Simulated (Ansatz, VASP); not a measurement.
# H2O: VASP beside Ansatz

Aim: how closely do two programs agree when they are given the same cell, functional and k mesh? The cell is taken from a series of runs on this material, whose earlier steps may have relaxed, scaled, displaced or heated it; both programs get it as it stands.

Calculated with Ansatz 0.2.0; plane waves, with VASP 6.6.1 beside it; single point at HSE06 with D3(BJ).

### 1. Starting point

The cell holds 3 atoms: 1 O and 2 H. Cell: a = 12.000 Å, b = 12.300 Å, c = 12.600 Å, α = 90.0°, β = 90.0°, γ = 90.0°. As first built, before any earlier steps moved the atoms (in the runner's words): one molecule of H2O in a box of 12 x 12.3 x 12.6 A, bonds from typed starting values. Vacuum lies along a, b and c.

### 2. VASP: single point, HSE06 with D3(BJ)

With cell and atoms fixed, the geometry can't cause a difference; cores, projectors, grids and the points listed under the comparison can.

Lines of VASP's logs that name or quote its potential files are left out, and so is its time.

The run reads the wave functions of an earlier VASP run, which isn't shown here.

Contents of INCAR:

```
SYSTEM = H2O
PREC = Accurate
ENCUT = 1000
EDIFF = 1E-06
NELM = 100
ISMEAR = -1
SIGMA = 0.01
LREAL = .FALSE.
ALGO = Normal
LHFCALC = .TRUE.
AEXX = 0.25
GGA = PE
HFSCREEN = 0.208
IVDW = 12
VDW_S6 = 1
VDW_S8 = 2.31
VDW_A1 = 0.383
VDW_A2 = 5.685
LASPH = .TRUE.
NBANDS = 10
PRECFOCK = Fast
LORBIT = 11
LWAVE = .FALSE.
LCHARG = .FALSE.
ISIF = 2
```

Contents of POSCAR:

```
H2O
1.0
   12.0000000000      0.0000000000      0.0000000000
    0.0000000000     12.3000000000      0.0000000000
    0.0000000000      0.0000000000     12.6000000000
O H
1 2
Direct
    0.5005500000      0.4989400000      0.4748700000
    0.5652100000      0.5015200000      0.5209300000
    0.4380700000      0.4987200000      0.5236300000
```

Contents of KPOINTS:

```
Automatic mesh
0
Gamma
1 1 1
0 0 0
```

PAW data sets: O_h and H_h (PBE family, release 64).

Started as:

```
> export OMP_NUM_THREADS=6
> mpirun -np 1 vasp_gam
```

Numbers of over 12 decimals in the logs are rounded to 6 here.

The log of the run:

```text
[banner, memory and clock lines left out]
running    1 mpi-ranks, on    1 nodes
 distrk:  each k-point on    1 cores,    1 groups
 distr:  one band on    1 cores,    1 groups
 Offloading initialized ...    1 GPUs detected
 POSCAR found type information on POSCAR O H
 POSCAR found :  2 types and       3 ions
 LDA part: xc-table for (Slater+PW92), standard interpolation
 found WAVECAR, reading the header
 POSCAR, INCAR and KPOINTS ok, starting setup
 FFT: planning ... GRIDC
 FFT: planning ... GRID_SOFT
 FFT: planning ... GRID
 reading WAVECAR
 the WAVECAR file was read successfully
 initial charge from wavefunction
 entering main loop
       N       E                     dE             d eps       ncg     rms          rms(c)
DAV:   1    -0.174014083729E+02   -0.17401E+02   -0.24008E-01    28   0.567E+00    0.347E-01
DAV:   2    -0.174015983951E+02   -0.19002E-03   -0.98183E-03    28   0.792E-01    0.246E-01
DAV:   3    -0.174007227738E+02    0.87562E-03   -0.11842E-03    24   0.168E-01    0.163E-01
DAV:   4    -0.174004111248E+02    0.31165E-03   -0.15699E-04    28   0.121E-01    0.963E-02
DAV:   5    -0.174002898582E+02    0.12127E-03   -0.45670E-05    32   0.852E-02    0.524E-02
DAV:   6    -0.174002503867E+02    0.39472E-04   -0.16083E-05    36   0.459E-02    0.292E-02
DAV:   7    -0.174002431929E+02    0.71938E-05   -0.67486E-06    28   0.235E-02    0.173E-02
DAV:   8    -0.174002502742E+02   -0.70813E-05   -0.31527E-06    20   0.145E-02    0.106E-02
DAV:   9    -0.174002634230E+02   -0.13149E-04   -0.15380E-06    28   0.931E-03    0.688E-03
DAV:  10    -0.174002788451E+02   -0.15422E-04   -0.66036E-07    20   0.637E-03    0.446E-03
DAV:  11    -0.174002946198E+02   -0.15775E-04   -0.42385E-07    20   0.409E-03    0.313E-03
DAV:  12    -0.174003098790E+02   -0.15259E-04   -0.27438E-07    24   0.268E-03    0.236E-03
DAV:  13    -0.174003241597E+02   -0.14281E-04   -0.19164E-07    36   0.200E-03    0.189E-03
DAV:  14    -0.174003372012E+02   -0.13042E-04   -0.13132E-07    24   0.175E-03    0.151E-03
[...]
DAV:  32    -0.174004418485E+02   -0.20754E-05   -0.51177E-09    20   0.345E-04    0.193E-04
DAV:  33    -0.174004437022E+02   -0.18536E-05   -0.48187E-09    20   0.285E-04    0.176E-04
DAV:  34    -0.174004453583E+02   -0.16561E-05   -0.38828E-09    32   0.246E-04    0.161E-04
DAV:  35    -0.174004468402E+02   -0.14819E-05   -0.30440E-09    20   0.264E-04    0.147E-04
DAV:  36    -0.174004481669E+02   -0.13268E-05   -0.28925E-09    24   0.223E-04    0.134E-04
DAV:  37    -0.174004493544E+02   -0.11875E-05   -0.22806E-09    20   0.195E-04    0.123E-04
DAV:  38    -0.174004504175E+02   -0.10631E-05   -0.19705E-09    32   0.183E-04    0.113E-04
DAV:  39    -0.174004513688E+02   -0.95122E-06   -0.15670E-09    20   0.198E-04
   1 F= -.17405195E+02 E0= -.17405195E+02  d E =-.640779E-13
```

From OUTCAR (step 2):

```text
ion  position               nearest neighbor table
   1  0.501  0.499  0.475-   3 0.97   2 0.97
   2  0.565  0.502  0.521-   1 0.97
   3  0.438  0.499  0.524-   1 0.97

  LATTYP: Found a simple orthorhombic cell.
 ALAT       =    12.0000000000
 B/A-ratio  =     1.0250000000
 C/A-ratio  =     1.0500000000

 Subroutine GETGRP returns: Found  1 space group operations
 (whereof  1 operations were pure point group operations)

The static configuration has the point symmetry C_1 .

 Found      1 irreducible k-points:

   k-points           NKPTS =      1   k-points in BZ     NKDIM =      1   number of bands    NBANDS=     10

   dimension x,y,z NGX =   126 NGY =  128 NGZ =  140
   dimension x,y,z NGXF=   252 NGYF=  256 NGZF=  280

   ENCUT  = 1000.0 eV  73.50 Ry    8.57 a.u.  30.94 31.71 32.49*2*pi/ulx,y,z

   NELECT =       8.0000    total number of electrons

 k-points in reciprocal lattice and weights: Automatic mesh
   0.00000000  0.00000000  0.00000000       1.000

  exchange ACFDT corr.  =         0.00000000  see jH, gK, PRB 81, 115126

 average (electrostatic) potential at core
       1-114.7430       2 -43.0563       3 -43.0575

 E-fermi :  -8.2970

 k-point     1 :       0.0000    0.0000    0.0000
  band No.  band energies     occupation
      1     -27.8868      2.00000
      2     -14.3652      2.00000
      3     -10.7066      2.00000
      4      -8.5960      2.00000
      5      -0.6575      0.00000
      6       0.2773      0.00000
      7       0.6744      0.00000
      8       0.7949      0.00000
      9       0.7987      0.00000
    ...

 Edisp (eV)   -0.00474

  Total      -0.60152     0.01151    -0.45370    -0.01418    -0.01013     0.00086
  in kB      -0.51821     0.00991    -0.39087    -0.01222    -0.00872     0.00074
  external pressure =       -0.30 kB  Pullay stress =        0.00 kB

  energy-cutoff  :     1000.00
  volume of cell :     1859.76
      direct lattice vectors                 reciprocal lattice vectors
    12.000000000  0.000000000  0.000000000     0.083333333  0.000000000  0.000000000
     0.000000000 12.300000000  0.000000000     0.000000000  0.081300813  0.000000000
     0.000000000  0.000000000 12.600000000     0.000000000  0.000000000  0.079365079

 POSITION                                       TOTAL-FORCE (eV/Angst)
 -----------------------------------------------------------------------------------
      6.00660      6.13696      5.98336         0.016455      0.028567      0.708940
      6.78252      6.16870      6.56372        -0.405931     -0.023493     -0.347773
      5.25684      6.13426      6.59774         0.389476     -0.005074     -0.361167
 -----------------------------------------------------------------------------------
    total drift:                               -0.007327      0.016489     -0.018656

  FREE ENERGIE OF THE ION-ELECTRON SYSTEM (eV)
  ---------------------------------------------------
  free  energy   TOTEN  =       -17.4051948031 eV

  energy  without entropy=      -17.4051948031  energy(sigma->0) =      -17.40519480

 total charge
# of ion       s       p       d       tot
------------------------------------------
    1        1.035   2.388   0.000   3.423
    2        0.350   0.031   0.000   0.381
    3        0.350   0.031   0.000   0.381
--------------------------------------------------
tot          1.735   2.450   0.000   4.184
```

### 3. Ansatz: single point, HSE06 with D3(BJ)

Ansatz runs on its default PAW (the set named soft_2) files.

The same cell, functional, mesh and smearing now go to Ansatz, which takes its cutoff from its data sets.

Contents of input.yaml:

```yaml
crystal:
  lattice:
    - [12.0, 0.0, 0.0]
    - [0.0, 12.3, 0.0]
    - [0.0, 0.0, 12.6]
  atoms:
    - { symbol: O, position: [0.50055, 0.49894, 0.47487] }
    - { symbol: H, position: [0.56521, 0.50152, 0.52093] }
    - { symbol: H, position: [0.43807, 0.49872, 0.52363] }
kpoints:
  mp_grid: { grid: [1, 1, 1] }
hamiltonian:
  xc: hse06
  dispersion: d3bj
scf:
  occupations: { method: fermi_dirac, width: 0.01 }
output:
  forces: true
```

Started as:

```
> ansatz run input.yaml --threads 6 --pin off --max-ram 102400MiB --backend cuda --events-out ev --progress --plain --runs-dir out
```

The log of the run:

```text
Engine: ansatz 0.2.0, x86_64-unknown-linux-gnu
Pseudopotentials: kind: paw
Pseudopotential: O, paw, valence charge 6, recommended cutoff 420 eV (normal), O.paw.azcp
Pseudopotential: H, paw, valence charge 1, recommended cutoff 420 eV (normal), H.paw.azcp
Functional definition: HSE06
  parameter a = 0.25
  parameter omega = 0.11/bohr
  exchange = pbe_x - a*pbe_x_sr(omega) + a*exact_x_sr(omega)
  correlation = pbe_c
device memory: the entry about to start is reckoned to put 1.7 GiB on a device that reports 24.5 GiB free
GPU FFT provider: cuFFT
GPU libraries: cuBLAS 13.8.2, cuFFT 12.4.0, cuSOLVER 12.3.4
Crystal: 3 atoms, lattice volume = 1859.760 Å³
Basis set: ecut = 420 eV, 36331 PW (Γ), exchange–correlation on 162×180×180 points (8 copies of the dense FFT grid, shifted against one another)
Bands: 8, of which v1, the nominal top of the filled ones, is band 4 counted from 1 (3 counted from 0)
Symmetry: 1 space group operations
Space group: P1 (ITA 1), of the structure as read, at distance tolerance 1.2e-4 Å
k-points: 1
Non-local potential: O, projectors of the file, l = 0: 2, l = 1: 2, l = 2: 1
Non-local potential: H, projectors of the file, l = 0: 2, l = 1: 1
PAW form: soft (Blöchl's): semilocal exchange-correlation on the pseudo side does not see the compensation charge
PAW frozen core: O, regenerated for the run's functional, and the local potential with it (the file was generated under x = pbe(κ = 0.804, μ = 0.219515), c = pbe(β = 0.066725))
PAW one-centre angular grid: O, 110 points (default); XC on 96 Gauss nodes
PAW one-centre angular grid: H, 110 points (default); XC on 64 Gauss nodes
Initial density: superposition of atomic densities (neutral atoms: chi_scale 0, normalization atom), corrected by the library's trained network
Initial wavefunctions: pseudopotential atomic-orbital guess
GPU buffer pool allocated for 656100 grid points (all kernels)
GPU transforms: local potential and band sums: pruned to the plane-wave sphere, on 81×81×90
Functional: x = pbe(κ = 0.804, μ = 0.219515), c = pbe(β = 0.066725), warm-up for x = pbe(κ = 0.804, μ = 0.219515) + 0.25 (exact − pbe) at short range (hse, ω = 0.207870 Å⁻¹), c = pbe(β = 0.066725); HSE06 as pw.x's `hse` composes it (authors' and Libxc's form: `xc: wpbeh`)
SCF iter   1: F=—  HF=-599.225039 eV  |F-HF|=—  |Δ(HF+E_count)|=         —  Δρ=2.50e-4  dr2=2.28e-3  ethr=1.77e-3  ⟨swp⟩=2.0  Hψ=87  notcnv=0
preconditioner: auto → none  [insulator: Δε(μ)=6.214 eV  Ē_g=9.941 eV  σ=0.010 eV  W_gap=1.00  n_scr=32 (ndim 8)  ℏωp=2.1 eV  f_vac=0.938  D(μ)=0.00/eV (n_scr^D=0)]
SCF iter   2: F=-599.226094 eV  HF=-599.225628 eV  |F-HF|=4.66e-4  |Δ(HF+E_count)|=   5.88e-4  Δρ=1.90e-4  dr2=4.85e-4  ethr=2.85e-5  ⟨swp⟩=5.0  Hψ=31  notcnv=0  defer=4
SCF 1 stopped early in 2 iterations: F = -599.226094 eV  dr2 = 4.85e-4
  greatest PAW one-centre occupation: 0.869 electrons in one spin orbital (limit 2), on the O atom at site 0 (counted from 0), in its partial waves of l = 0
device memory: the entry about to start is reckoned to put 2.3 GiB on a device that reports 24.5 GiB free
GPU FFT provider: cuFFT
GPU libraries: cuBLAS 13.8.2, cuFFT 12.4.0, cuSOLVER 12.3.4
Initial density: handed on by an earlier stage of this run
Initial wavefunctions: those handed on with the density
GPU buffer pool allocated for 656100 grid points (all kernels)
GPU transforms: local potential and band sums: pruned to the plane-wave sphere, on 81×81×90
Functional: x = pbe(κ = 0.804, μ = 0.219515) + 0.25 (exact − pbe) at short range (hse, ω = 0.207870 Å⁻¹), c = pbe(β = 0.066725); HSE06 as pw.x's `hse` composes it (authors' and Libxc's form: `xc: wpbeh`)
Exchange kernel: α = 0.2500, screened, ω = 0.2079 Å⁻¹, Wigner–Seitz truncation, v(0) = 986.5109 eV·Å³, q-mesh 1×1×1, nearest image of the exchange supercell L = 12.00 Å, pair-density grid 60×60×64, without the augmentation charges, whose exchange is taken in its separable form (sized by the pseudopotential files, 81×81×90 at the most)
Frozen-core exchange: fock
SCF iter   1: F=—  HF=-599.089566 eV  |F-HF|=—  |Δ(HF+E_count)|=         —  Δρ=6.69e-4  dr2=7.46e-3  ethr=6.06e-5  ⟨swp⟩=20.0  Hψ=63  notcnv=1
preconditioner: auto → none  [insulator: Δε(μ)=8.000 eV  Ē_g=11.581 eV  σ=0.010 eV  W_gap=1.00  n_scr=32 (ndim 8)  ℏωp=2.1 eV  f_vac=0.945  D(μ)=0.00/eV (n_scr^D=0)]
SCF iter   2: F=—  HF=-599.087603 eV  |F-HF|=—  |Δ(HF+E_count)|=   1.96e-3  Δρ=4.03e-4  dr2=1.23e-3  ethr=6.06e-5  ⟨swp⟩=7.0  Hψ=30  notcnv=0  defer=1
SCF iter   3: F=—  HF=-599.089176 eV  |F-HF|=—  |Δ(HF+E_count)|=   1.57e-3  Δρ=1.68e-4  dr2=6.67e-4  ethr=1.39e-5  ⟨swp⟩=5.0  Hψ=31  notcnv=0  defer=4
iter 4 solved again at ethr=5.24e-8 eV; its pass at ethr=8.25e-6 eV (dr2=4.19e-6 eV) is discarded
SCF iter   4: F=—  HF=-599.089027 eV  |F-HF|=—  |Δ(HF+E_count)|=   1.49e-4  Δρ=1.62e-5  dr2=6.52e-6  ethr=5.24e-8  ⟨swp⟩=5.0  Hψ=62  notcnv=0  defer=3
SCF iter   5: F=—  HF=-599.089047 eV  |F-HF|=—  |Δ(HF+E_count)|=   2.01e-5  Δρ=1.91e-5  dr2=4.89e-6  ethr=5.24e-8  ⟨swp⟩=6.0  Hψ=37  notcnv=0  defer=2
SCF iter   6: F=-599.089046 eV  HF=-599.089045 eV  |F-HF|=1.20e-7  |Δ(HF+E_count)|=   1.71e-6  Δρ=1.67e-6  dr2=9.35e-8  ethr=5.24e-8  ⟨swp⟩=5.0  Hψ=25  notcnv=0  defer=1
SCF 2 converged in 6 iterations: F = -599.089046 eV  dr2 = 9.35e-8
  Residual-converged pass: ⟨swp⟩=4.0  Hψ=19  notcnv=0  max |occ|·‖R‖ = 3.3e-6 eV (tolerance 6.7e-6 eV)  dr2=9.89e-8  dr2_onsite=1.53e-9  max |Δocc| = 0.0e0
  greatest PAW one-centre occupation: 0.872 electrons in one spin orbital (limit 2), on the O atom at site 0 (counted from 0), in its partial waves of l = 0
hybrid outer 1: dexx = +1.814e-3 eV, tail = 2.55e-6 eV
GPU FFT provider: cuFFT
GPU libraries: cuBLAS 13.8.2, cuFFT 12.4.0, cuSOLVER 12.3.4
GPU buffer pool allocated for 656100 grid points (all kernels)
GPU transforms: local potential and band sums: pruned to the plane-wave sphere, on 81×81×90
Exchange kernel: α = 0.2500, screened, ω = 0.2079 Å⁻¹, Wigner–Seitz truncation, v(0) = 986.5109 eV·Å³, q-mesh 1×1×1, nearest image of the exchange supercell L = 12.00 Å, pair-density grid 60×60×64, without the augmentation charges, whose exchange is taken in its separable form (sized by the pseudopotential files, 81×81×90 at the most)
Frozen-core exchange: fock
SCF iter   1: F=—  HF=-599.089037 eV  |F-HF|=—  |Δ(HF+E_count)|=         —  Δρ=4.32e-6  dr2=1.68e-7  ethr=1.59e-7  ⟨swp⟩=20.0  Hψ=50  notcnv=1
preconditioner: auto → none  [insulator: Δε(μ)=7.936 eV  Ē_g=11.510 eV  σ=0.010 eV  W_gap=1.00  n_scr=32 (ndim 8)  ℏωp=2.1 eV  f_vac=0.953  D(μ)=0.00/eV (n_scr^D=0)]
SCF iter   2: F=—  HF=-599.089037 eV  |F-HF|=—  |Δ(HF+E_count)|=   6.41e-8  Δρ=1.36e-6  dr2=9.90e-9  ethr=1.89e-9  ⟨swp⟩=6.0  Hψ=28  notcnv=0  defer=1
SCF iter   3: F=-599.089037 eV  HF=-599.089037 eV  |F-HF|=3.96e-9  |Δ(HF+E_count)|=   7.02e-8  Δρ=7.56e-7  dr2=6.07e-9  ethr=8.40e-11  ⟨swp⟩=6.0  Hψ=38  notcnv=0  defer=4
SCF 3 converged in 3 iterations: F = -599.089037 eV  dr2 = 6.07e-9
  Residual-converged pass: ⟨swp⟩=4.0  Hψ=16  notcnv=0  max |occ|·‖R‖ = 3.6e-7 eV (tolerance 5.4e-7 eV)  dr2=6.37e-9  dr2_onsite=5.24e-10  max |Δocc| = 0.0e0
hybrid outer 2: dexx = +4.250e-8 eV, tail = 1.36e-8 eV, Δε = 3.40e-4 eV (about 2.44e-5 eV left of the loop's levels), ΔF = 7.41e-4 eV/Å (tail 3.57e-4)
hybrid SCF converged: 2 outer / 9 inner (+2 warm-up), last move |dexx| = 4.25e-8 eV, tail = 1.36e-8 eV
Stability not checked: this state was not tested for a lower state beside it, because the functional holds exact exchange (a hybrid, or Hartree-Fock), whose exchange loop this test does not read (fock_operator; see scf.lower_state_search)
Free energy (F): -599.089037 eV
Frozen-core exchange: fock
Harris-Foulkes:  -599.089037 eV  (|F-HF|=3.96e-9)
Internal energy: -599.089037 eV  (E = F + TS)
E sigma→0 (E₀):  -599.089037 eV
Fermi energy:    -4.615645 eV
--- Per-component energies (eV) ---
  E_band       = -123.039578
  E_kinetic    = 203.187925
  E_local      = -1160.460224  (includes V_loc(G=0)·N_el)
  E_nonlocal   = 50.634302
  E_hartree    = 476.216873
  E_xc         = -72.857172
  E_vxc        = -92.228879  (∫ρ·V_xc dr)
  E_exx        = -23.113757  (= α·E_x^exact, valence–valence)
  E_paw        = -154.330488  (= ΣΔE_a)
  E_vpaw       = -30.377057  (= ΣTr[D̂ρ^β])
  E_aug_tail   = -0.000063  (compensation charges beyond the density's cutoff)
  E_ewald      = 81.664969
  E_disp       = -0.004744  (pairwise vdW)
  E_core_change = -0.026660  (= ΣΔE_core)
  E_smearing   = -0.000000  (= −TS)
  E_closure    = 0.000002  (closes the sum)
  Σ components = -599.089037   (vs F -599.089037, Δ=1.14e-13)
--- Forces (eV/Å), atoms counted from 1 ---
  atom   1  O      0.02126639     0.01786811     0.73061076
  atom   2  H     -0.43225163    -0.01846543    -0.35799315
  atom   3  H      0.41098466     0.00060777    -0.37253504
  max |Σ_I F_I| component: 8.26e-5 eV/Å
--- Band table (eV) ---
  k-point 0: bands = ["-27.8771", "-14.3571", "-10.7023", "-8.5834", "-0.6479"]
  guard bands above this table: 3 of the run's 8 bands. The solve was not asked for them (output.publish_guard_bands: true or output.eigenvalues: true publishes all)
```

Reading the cycles: dr2 is the Hartree energy of the density residual (eV), the measure of convergence; HF is the Harris–Foulkes estimate of the energy, which meets the free energy F at convergence.

### 4. Comparison

Known differences besides the potentials themselves: exact exchange at q = 0 is treated differently, which shows on coarse meshes; VASP keeps PBE cores, Ansatz makes them for the functional; the cutoff is 420 eV in Ansatz and 1000 eV in VASP; VASP takes a coarser grid for exact exchange (PRECFOCK = Fast). Total energies have different zeros and are not compared.

Both answers:

```
              quantity  Ansatz   VASP  difference
gap on the k mesh (eV)   7.935  7.939      -0.003
```

Forces (eV/Å; atoms numbered as in POSCAR):

```
atom          Ansatz x, y, z            VASP x, y, z
  O1     0.021, 0.018, 0.731     0.016, 0.029, 0.709
  H2  -0.432, -0.018, -0.358  -0.406, -0.023, -0.348
  H3    0.411, 0.001, -0.373   0.389, -0.005, -0.361
```

The forces differ by 15 meV/Å r.m.s., which is 4.4 % of the r.m.s. force of 0.345 eV/Å (both taken over all components).

### 5. What came out

```yaml
r_m_s_force_difference_single_point_hse06_with_d3_bj: 4.4 % of the r.m.s. force
```

What this shows: The r.m.s. force difference is 4.4 % of the r.m.s. force (single point, HSE06 with D3(BJ)), beyond the 3 % picked in this series as the mark of a large difference. What causes the difference of the single point, HSE06 with D3(BJ) pair stays open here. How closely two codes agree says nothing of how well the functional describes the real material.

[Lines on the potential files, build, host, timing and source positions are cut from VASP's logs without a mark.]

[Logs are printed without paths, hosts, clocks, repeated set-up lines and the standing remarks that a program may print on its own settings, such as how far it seeks lower states.]

[Hosts, paths, dates, database ids (printed as entryN), source tags and the programs' standing remarks are cut or masked in the printed files.]
